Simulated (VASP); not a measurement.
Data:

```xyz
2
Lattice="3.4974 0.0000 0.0000 0.0000 3.4974 0.0000 0.0000 0.0000 3.4974" Properties=species:S:1:pos:R:3 pbc="T T T"
Y      0.0000     0.0000     0.0000
Si     1.7487     1.7487     1.7487
```

All values below come from PBEsol GGA, VASP's PBE PAW potentials (set 64) (plane waves; VASP). Numerical set-up: 400 eV cut-off, Gaussian smearing of 0.050 eV, potentials Y_sv Si.

Task: Give the energies of bands 5 to 10 at the high-symmetry points, in eV from the Fermi level.

Result: 
| band | Γ | X | M | R |
|---|---|---|---|---|
| 5 | -9.74 | -7.49 | -7.37 | -5.10 |
| 6 | -1.08 | -5.09 | -2.44 | -3.84 |
| 7 | -1.08 | -0.23 | -2.44 | -3.84 |
| 8 | 1.48 | -0.23 | -0.95 | -3.84 |
| 9 | 1.48 | 0.09 | 1.82 | 3.67 |
| 10 | 1.48 | 4.42 | 1.82 | 3.67 |

It has no gap at this level: it comes out as a metal or semimetal.

The structure was generated: YSi was put into the CsCl type (Pm-3m), which need not be its known phase. It was relaxed first. The electron count is odd and the run is not spin-polarised, which forces a metal.
